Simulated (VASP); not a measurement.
Runs of VASP 6.6.1 on OSiH2. The cell holds a molecule in a box, 4 atoms: a = 10.000 Å, b = 12.000 Å, c = 12.000 Å, α = 90.00°, β = 90.00°, γ = 90.00°. 

| task | level | further INCAR settings | gap on the mesh (eV) | largest force (eV/Å) |
| --- | --- | --- | --- | --- |
| single point | vdW-DF2 | ALGO = Fast; EDIFF = 1e-06; NBANDS = 14 | 3.66 | 1.19 |
| atomic charges | PBE+TS | ALGO = Normal; EDIFF = 1e-06 | 3.62 | 1.09 |
| electron localisation function | PBE | ALGO = Fast; EDIFF = 1e-06 | 3.62 | (a) |
| single point | BLYP | ALGO = Normal; EDIFF = 1e-07 | (c) | 1.17 |
| single point | r2SCAN+D4 | ALGO = Normal; EDIFF = 1e-06 | 4.15 | (b) |

Alike in all rows: potentials or basis VASP PAW PBE potentials, release 64 (O, Si, H); no spin polarisation; cell as given; k mesh 1 × 1 × 1; cutoff (eV) 520; smearing gaussian 0.01 eV.

Fill in the values left out.

(a) 1.08; (b) 0.34; (c) 3.64.

Caveats: the PAW data sets were made with another functional, which shifts forces and pressure a little (some runs).

A k mesh can miss the band edges.

Not every run made on this cell is shown here.
